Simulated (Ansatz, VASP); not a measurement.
## CaPbO3 (CaPbO3 (Pnma)): VASP beside Ansatz

One calculation is typed for both programs; each brings its own data sets. How far apart do they land? The cell is taken from a series of runs on this material, whose earlier steps may have relaxed, scaled, displaced or heated it; both programs get it as it stands.

Calculated with Ansatz 0.2.0; plane waves, with VASP 6.6.1 beside it; relaxation of cell and atoms at PBEsol.

## 1. The starting structure

The structure is orthorhombic, space group Pnma (No. 62). Conventional cell: a = 5.928 Å, b = 8.178 Å, c = 5.678 Å, α = 90.00°, β = 90.00°, γ = 90.00°. Ca has 8 O at 2.34 to 2.95 Å nearest. Nearest to Pb lie 6 O at 2.17 to 2.20 Å. Nearest to O lie 2 Pb at 2.17 Å and 3 Ca at 2.35 to 2.95 Å. Nearest to O lie 2 Pb at 2.20 Å and 2 Ca at 2.34 to 2.39 Å. Farther neighbours and most contacts between anions are not listed.

## 2. VASP: relaxation of cell and atoms, PBEsol

The relaxed volume is the usual yardstick between codes: in a stiff, nearly cubic crystal its relative difference is about their pressure difference at one cell divided by the bulk modulus.

Lines of VASP's logs that name or quote its potential files are left out, and so is its time.

INCAR reads:

```
SYSTEM = CaPbO3
PREC = Accurate
ENCUT = 600
EDIFF = 1E-07
NELM = 120
ISMEAR = 0
SIGMA = 0.01
LREAL = .FALSE.
ALGO = Normal
GGA = PS
NBANDS = 104
LORBIT = 11
LWAVE = .FALSE.
LCHARG = .FALSE.
ISIF = 3
IBRION = 2
NSW = 80
EDIFFG = -0.005
LASPH = .TRUE.
GGA_COMPAT = .FALSE.
NELMIN = 4
EFERMI = MIDGAP
KPAR = 4
```

POSCAR reads:

```
CaPbO3
1.0
    5.9280120000      0.0000000000      0.0000000000
    0.0000000000      8.1782430000      0.0000000000
    0.0000000000      0.0000000000      5.6779880000
Ca Pb O
4 4 12
Direct
    0.0607120481      0.2500000000      0.9820080194
    0.4392879519      0.7500000000      0.4820080194
    0.5607120481      0.2500000000      0.5179921567
    0.9392879519      0.7500000000      0.0179921567
    0.0000000000      0.0000000000      0.5000000880
    0.5000000000      0.0000000000      0.0000000880
    0.5000000000      0.5000000000      0.0000000880
    0.0000000000      0.5000000000      0.5000000880
    0.3047331888      0.4340398970      0.6899941493
    0.1952668112      0.5659601030      0.1899941493
    0.8047331888      0.0659601030      0.8100060268
    0.6952668112      0.9340398970      0.3100060267
    0.6952668112      0.5659601030      0.3100060267
    0.8047331888      0.4340398970      0.8100060268
    0.1952668112      0.9340398970      0.1899941493
    0.3047331888      0.0659601030      0.6899941493
    0.4399737635      0.2500000000      0.1262314221
    0.0600262365      0.7500000000      0.6262314221
    0.9399737635      0.2500000000      0.3737687540
    0.5600262365      0.7500000000      0.8737687540
```

KPOINTS reads:

```
Automatic mesh
0
Gamma
5 4 5
0 0 0
```

Potentials, in the order of the species: Ca_sv, Pb_d and O (PBE family, release 64).

Run with:

```bash
> mpirun -np 4 vasp_std
```

Numbers of over 12 decimals in the logs are rounded to 6 here.

The log of the run:

```text
[banner, memory and clock lines left out]
running    4 mpi-ranks, on    1 nodes
 distrk:  each k-point on    1 cores,    4 groups
 distr:  one band on    1 cores,    1 groups

 POSCAR found type information on POSCAR CaPbO
 POSCAR found :  3 types and      20 ions
|                                                                             |
|               ----> ADVICE to this user running VASP <----                  |
|                                                                             |
|     You have a (more or less) 'large supercell' and for larger cells it     |
|     might be more efficient to use real-space projection operators.         |
|     Therefore, try LREAL= Auto in the INCAR file.                           |
|     Mind: For very accurate calculation, you might also keep the            |
|     reciprocal projection scheme (i.e. LREAL=.FALSE.).                      |
|                                                                             |

|                                                                             |
|               ----> ADVICE to this user running VASP <----                  |
|                                                                             |
|     You enforced a specific xc type in the INCAR file but a different       |
|     [... a line on the potential file left out ...]
|     I HOPE YOU KNOW WHAT YOU ARE DOING!                                     |
|                                                                             |

 LDA part: xc-table for (Slater+PW92), standard interpolation
 POSCAR, INCAR and KPOINTS ok, starting setup
 FFT: planning ... GRIDC
 FFT: planning ... GRID_SOFT
 FFT: planning ... GRID
 WAVECAR not read
 entering main loop
       N       E                     dE             d eps       ncg     rms          rms(c)
DAV:   1     0.265142532446E+04    0.26514E+04   -0.86731E+04  5616   0.206E+03
DAV:   2     0.377507707405E+03   -0.22739E+04   -0.21679E+04  5920   0.601E+02
DAV:   3    -0.958831599608E+02   -0.47339E+03   -0.45363E+03  6752   0.260E+02
DAV:   4    -0.137684274684E+03   -0.41801E+02   -0.41361E+02  8296   0.831E+01
DAV:   5    -0.139567380049E+03   -0.18831E+01   -0.18774E+01  9848   0.160E+01    0.241E+01
DAV:   6    -0.123311341034E+03    0.16256E+02   -0.80664E+01  9136   0.507E+01    0.865E+00
DAV:   7    -0.123439496275E+03   -0.12816E+00   -0.85379E+00  6720   0.107E+01    0.543E+00
DAV:   8    -0.123358999753E+03    0.80497E-01   -0.21068E+00  8856   0.668E+00    0.197E+00
DAV:   9    -0.123271085367E+03    0.87914E-01   -0.57715E-01  8336   0.445E+00    0.287E-01
DAV:  10    -0.123278230763E+03   -0.71454E-02   -0.60876E-02  8536   0.881E-01    0.243E-01
DAV:  11    -0.123278844662E+03   -0.61390E-03   -0.35611E-03  9496   0.258E-01    0.109E-01
DAV:  12    -0.123279009169E+03   -0.16451E-03   -0.69507E-04  7880   0.116E-01    0.235E-02
DAV:  13    -0.123279019898E+03   -0.10729E-04   -0.62273E-05  9024   0.306E-02    0.857E-03
DAV:  14    -0.123279022788E+03   -0.28894E-05   -0.10535E-05  8504   0.148E-02    0.373E-03
DAV:  15    -0.123279022383E+03    0.40441E-06   -0.17331E-06  7576   0.662E-03    0.238E-03
DAV:  16    -0.123279021941E+03    0.44249E-06   -0.35757E-07  5200   0.347E-03    0.798E-04
DAV:  17    -0.123279021703E+03    0.23750E-06   -0.70201E-08  4104   0.200E-03    0.287E-04
DAV:  18    -0.123279021745E+03   -0.42111E-07   -0.30873E-08  4104   0.135E-03
   1 F= -.12327902E+03 E0= -.12327902E+03  d E =-.123279E+03
[... from here on, the cycles between the ionic steps are left out ...]
   8 F= -.12329565E+03 E0= -.12329565E+03  d E =-.778882E-04
   9 F= -.12329572E+03 E0= -.12329572E+03  d E =-.151389E-03
  10 F= -.12329586E+03 E0= -.12329586E+03  d E =-.134046E-03
  11 F= -.12329589E+03 E0= -.12329589E+03  d E =-.164058E-03
  12 F= -.12329598E+03 E0= -.12329598E+03  d E =-.947088E-04
  13 F= -.12329601E+03 E0= -.12329601E+03  d E =-.119751E-03
  14 F= -.12329608E+03 E0= -.12329608E+03  d E =-.723864E-04
  15 F= -.12329608E+03 E0= -.12329608E+03  d E =-.743095E-04
 curvature:  -2.34 expect dE=-0.175E-03 dE for cont linesearch -0.844E-07
 trial: gam= 1.48004 g(F)=  0.175E-04 g(S)=  0.571E-04 ort = 0.208E-05 (trialstep = 0.733E+00)
 search vector abs. value=  0.343E-03
 bond charge predicted
       N       E                     dE             d eps       ncg     rms          rms(c)
DAV:   1    -0.123296027302E+03    0.53615E-04   -0.49064E-02  6144   0.769E-01    0.500E-02
DAV:   2    -0.123296130487E+03   -0.10318E-03   -0.14288E-03  7384   0.154E-01    0.195E-02
DAV:   3    -0.123296123257E+03    0.72293E-05   -0.35989E-05  8784   0.329E-02    0.103E-02
DAV:   4    -0.123296120881E+03    0.23760E-05   -0.10977E-05  9032   0.234E-02    0.245E-03
DAV:   5    -0.123296121521E+03   -0.64021E-06   -0.27146E-06  7456   0.690E-03    0.175E-03
DAV:   6    -0.123296121835E+03   -0.31385E-06   -0.10383E-07  4200   0.145E-03    0.845E-04
DAV:   7    -0.123296122146E+03   -0.31055E-06   -0.49575E-08  3912   0.123E-03    0.161E-04
DAV:   8    -0.123296122163E+03   -0.17666E-07   -0.25908E-08  3552   0.924E-04
  16 F= -.12329612E+03 E0= -.12329612E+03  d E =-.413188E-04
 trial-energy change:   -0.000041  1 .order   -0.000043   -0.000057   -0.000029
 step:   1.4873(harm=  1.4873)  dis= 0.00128  next Energy=  -123.296139 (dE=-0.578E-04)
 reached required accuracy - stopping structural energy minimisation
```

Parts of OUTCAR (step 2):

```text
ion  position               nearest neighbor table
   1  0.061  0.250  0.982-  19 2.34  14 2.35  11 2.35  17 2.39   6 3.31   7 3.31   5 3.44   8 3.44
                             5 3.60   8 3.60
   2  0.439  0.750  0.482-  20 2.34  13 2.35  12 2.35  18 2.39   5 3.31   8 3.31   7 3.44   6 3.44
                             6 3.60   7 3.60
   3  0.561  0.250  0.518-  17 2.34  16 2.35   9 2.35  19 2.39   5 3.31   8 3.31   7 3.44   6 3.44
                             6 3.60   7 3.60
   4  0.939  0.750  0.018-  18 2.34  15 2.35  10 2.35  20 2.39   6 3.31   7 3.31   5 3.44   8 3.44
                             5 3.60   8 3.60
   5  0.000  0.000  0.500-  12 2.17  16 2.17  15 2.17  11 2.17  19 2.20  18 2.20   2 3.31   3 3.31
                             4 3.44   1 3.44   1 3.60   4 3.60   8 4.09   8 4.09   6 4.10   6 4.10
   6  0.500  0.000  0.000-  11 2.17  15 2.17  12 2.17  16 2.17  20 2.20  17 2.20   1 3.31   4 3.31
                             3 3.44   2 3.44   2 3.60   3 3.60   7 4.09   7 4.09   5 4.10   5 4.10
   7  0.500  0.500  0.000-  14 2.17  10 2.17  13 2.17   9 2.17  20 2.20  17 2.20   1 3.31   4 3.31
                             3 3.44   2 3.44   2 3.60   3 3.60   6 4.09   6 4.09   8 4.10   8 4.10
   8  0.000  0.500  0.500-   9 2.17  13 2.17  10 2.17  14 2.17  19 2.20  18 2.20   2 3.31   3 3.31
                             4 3.44   1 3.44   1 3.60   4 3.60   5 4.09   5 4.09   7 4.10   7 4.10
   9  0.305  0.434  0.690-   8 2.17   7 2.17   3 2.35
  10  0.195  0.566  0.190-   7 2.17   8 2.17   4 2.35
  11  0.805  0.066  0.810-   6 2.17   5 2.17   1 2.35
  12  0.695  0.934  0.310-   5 2.17   6 2.17   2 2.35
  13  0.695  0.566  0.310-   8 2.17   7 2.17   2 2.35
  14  0.805  0.434  0.810-   7 2.17   8 2.17   1 2.35
  15  0.195  0.934  0.190-   6 2.17   5 2.17   4 2.35
  16  0.305  0.066  0.690-   5 2.17   6 2.17   3 2.35
  17  0.440  0.250  0.126-   6 2.20   7 2.20   3 2.34   1 2.39
  18  0.060  0.750  0.626-   5 2.20   8 2.20   4 2.34   2 2.39
  19  0.940  0.250  0.374-   5 2.20   8 2.20   1 2.34   3 2.39
  20  0.560  0.750  0.874-   6 2.20   7 2.20   2 2.34   4 2.39

  LATTYP: Found a simple orthorhombic cell.
 ALAT       =     5.6779880000
 B/A-ratio  =     1.0440339078
 C/A-ratio  =     1.4403417196

 Subroutine GETGRP returns: Found  8 space group operations
 (whereof  2 operations were pure point group operations)

The static configuration has the point symmetry S_2 .
 The point group associated with its full space group is D_2h.

 Found     27 irreducible k-points:

   k-points           NKPTS =     27   k-points in BZ     NKDIM =     27   number of bands    NBANDS=    104

   dimension x,y,z NGX =    48 NGY =   70 NGZ =   48
   dimension x,y,z NGXF=    96 NGYF=  140 NGZF=   96

   ENCUT  =  600.0 eV  44.10 Ry    6.64 a.u.  11.84 16.33 11.34*2*pi/ulx,y,z

   NELECT =     168.0000    total number of electrons

 k-points in reciprocal lattice and weights: Automatic mesh
   0.00000000  0.00000000  0.00000000       0.010
   0.20000000  0.00000000  0.00000000       0.020
   0.40000000  0.00000000  0.00000000       0.020
   0.00000000  0.25000000  0.00000000       0.020
   0.20000000  0.25000000  0.00000000       0.040
   0.40000000  0.25000000  0.00000000       0.040
   0.00000000  0.50000000  0.00000000       0.010
   0.20000000  0.50000000  0.00000000       0.020
   0.40000000  0.50000000  0.00000000       0.020
[...]
0.20000000  0.50000000  0.40000000       0.040
   0.40000000  0.50000000  0.40000000       0.040

 average (electrostatic) potential at core
       1 -42.5499       2 -42.5499       3 -42.5499       4 -42.5499       5 -91.4705
       6 -91.4705       7 -91.4705       8 -91.4705       9 -69.6043      10 -69.6043
      11 -69.6043      12 -69.6043      13 -69.6043      14 -69.6043      15 -69.6043
      16 -69.6043      17 -69.5738      18 -69.5738      19 -69.5738      20 -69.5738

 E-fermi :   4.0250

 k-point     1 :       0.0000    0.0000    0.0000
  band No.  band energies     occupation
    ...
     80       3.2943      2.00000
     81       3.3383      2.00000
     82       3.3461      2.00000
     83       3.3691      2.00000
     84       3.5218      2.00000
     85       4.5282      0.00000
     86       6.2926      0.00000
     87       7.8407      0.00000
     88       9.1396      0.00000
     89       9.5477      0.00000
    ...

 k-point     2 :       0.2000    0.0000    0.0000
  band No.  band energies     occupation
    ...
     80       3.1935      2.00000
     81       3.2098      2.00000
     82       3.2968      2.00000
     83       3.3965      2.00000
     84       3.4228      2.00000
     85       4.8490      0.00000
     86       6.5054      0.00000
     87       7.3682      0.00000
     88       8.6053      0.00000
     89       9.7571      0.00000
    ...

 k-point     3 :       0.4000    0.0000    0.0000
  band No.  band energies     occupation
    ...
     80       3.1589      2.00000
     81       3.1867      2.00000
     82       3.2434      2.00000
     83       3.4244      2.00000
     84       3.4686      2.00000
     85       5.5134      0.00000
     86       6.4209      0.00000
     87       7.0602      0.00000
     88       7.8174      0.00000
     89      10.0026      0.00000
    ...

  Total       -0.0316158     -0.0618141     -0.0397323      0.0000000      0.0000000      0.0000000
  in kB       -0.1852488     -0.3621925     -0.2328066      0.0000000      0.0000000      0.0000000
  external PRESSURE =      -0.2600826 kB  Pullay stress =       0.0000000 kB

  energy-cutoff  :      600.00
  volume of cell :      273.44
      direct lattice vectors                 reciprocal lattice vectors
     5.908999105  0.000000000 -0.000000000     0.169233398  0.000000000 -0.000000000
     0.000000000  8.170200223  0.000000000     0.000000000  0.122396021  0.000000000
     0.000000000  0.000000000  5.663855347     0.000000000  0.000000000  0.176558181

 POSITION                                       TOTAL-FORCE (eV/Angst)
 -----------------------------------------------------------------------------------
      0.36126      2.04255      5.55715        -0.002585      0.000000      0.000464
      2.59324      6.12765      2.72523         0.002585      0.000000      0.000464
      3.31576      2.04255      2.93863        -0.002585      0.000000     -0.000464
      5.54774      6.12765      0.10670         0.002585      0.000000     -0.000464
      0.00000      0.00000      2.83193         0.000000      0.000000      0.000000
      2.95450      0.00000      0.00000         0.000000      0.000000      0.000000
      2.95450      4.08510      0.00000         0.000000      0.000000      0.000000
      0.00000      4.08510      2.83193         0.000000      0.000000      0.000000
      1.80203      3.52574      3.90856        -0.000986     -0.002419      0.001305
      1.15247      4.64446      1.07663         0.000986      0.002419      0.001305
      4.75652      0.55936      4.58722        -0.000986      0.002419     -0.001305
      4.10697      7.61084      1.75530         0.000986     -0.002419     -0.001305
      4.10697      4.64446      1.75530         0.000986      0.002419     -0.001305
      4.75652      3.52574      4.58722        -0.000986     -0.002419     -0.001305
      1.15247      7.61084      1.07663         0.000986     -0.002419      0.001305
      1.80203      0.55936      3.90856        -0.000986      0.002419      0.001305
      2.58609      2.04255      0.73594         0.001352      0.000000     -0.002865
      0.36841      6.12765      3.56786        -0.001352      0.000000     -0.002865
      5.54059      2.04255      2.09599         0.001352      0.000000      0.002865
      3.32290      6.12765      4.92792        -0.001352      0.000000      0.002865
 -----------------------------------------------------------------------------------
    total drift:                               -0.000000      0.000000     -0.002359

  FREE ENERGIE OF THE ION-ELECTRON SYSTEM (eV)
  ---------------------------------------------------
  free  energy   TOTEN  =      -123.2961221635 eV

  energy  without entropy=     -123.2961221635  energy(sigma->0) =     -123.29612216

 reached required accuracy - stopping structural energy minimisation

 total charge
# of ion       s       p       d       tot
------------------------------------------
    1        2.033   5.866   0.262   8.161
    2        2.033   5.866   0.262   8.161
    3        2.033   5.866   0.262   8.161
    4        2.033   5.866   0.262   8.161
    5        1.049   0.811  10.039  11.899
    6        1.049   0.811  10.039  11.899
    7        1.049   0.811  10.039  11.899
    8        1.049   0.811  10.039  11.899
    9        1.563   3.395   0.000   4.958
   10        1.563   3.395   0.000   4.958
   11        1.563   3.395   0.000   4.958
   12        1.563   3.395   0.000   4.958
   13        1.563   3.395   0.000   4.958
   14        1.563   3.395   0.000   4.958
   15        1.563   3.395   0.000   4.958
   16        1.563   3.395   0.000   4.958
   17        1.564   3.396   0.000   4.960
   18        1.564   3.396   0.000   4.960
   19        1.564   3.396   0.000   4.960
   20        1.564   3.396   0.000   4.960
--------------------------------------------------
tot         31.086  67.453  41.205 139.744

[... 3 further parts left out ...]
```

CONTCAR:

```
CaPbO3
   1.00000000000000
     5.9089991053318727    0.0000000000000000   -0.0000000000000000
     0.0000000000000000    8.1702002227029915    0.0000000000000000
     0.0000000000000000    0.0000000000000000    5.6638553465254482
  Ca              Pb              O
     4     4    12
Direct
     0.0611366394215549    0.2500000000000000    0.9811611110985717
     0.4388633605784452    0.7500000000000000    0.4811611110985719
     0.5611366394215548    0.2500000000000000    0.5188390650014233
     0.9388633605784452    0.7500000000000000    0.0188390650014232
     0.0000000000000000    0.0000000000000000    0.5000000880000002
     0.5000000000000000    0.0000000000000000    0.0000000880000002
     0.5000000000000000    0.5000000000000000    0.0000000880000002
     0.0000000000000000    0.5000000000000000    0.5000000880000002
     0.3049628836274108    0.4315362101098058    0.6900881405648985
     0.1950371163725893    0.5684637898901941    0.1900881405648984
     0.8049628836274106    0.0684637898901942    0.8099120355350965
     0.6950371163725894    0.9315362101098059    0.3099120354351020
     0.6950371163725894    0.5684637898901941    0.3099120354351020
     0.8049628836274106    0.4315362101098058    0.8099120355350965
     0.1950371163725893    0.9315362101098059    0.1900881405648984
     0.3049628836274108    0.0684637898901942    0.6900881405648985
     0.4376535255545487    0.2500000000000000    0.1299357306242517
     0.0623464744454512    0.7500000000000000    0.6299357306242518
     0.9376535255545488    0.2500000000000000    0.3700644454757433
     0.5623464744454512    0.7500000000000000    0.8700644454757432
```

The run keeps the 8 symmetry operations of its start, so it cannot find a distortion of lower symmetry.

[end of part 1 of 2]

[Lines on the potential files, build, host, timing and source positions are cut from VASP's logs without a mark.]

[Logs are printed without paths, hosts, clocks, repeated set-up lines and the standing remarks that a program may print on its own settings, such as how far it seeks lower states.]

[Hosts, paths, dates, database ids (printed as entryN), source tags and the programs' standing remarks are cut or masked in the printed files.]
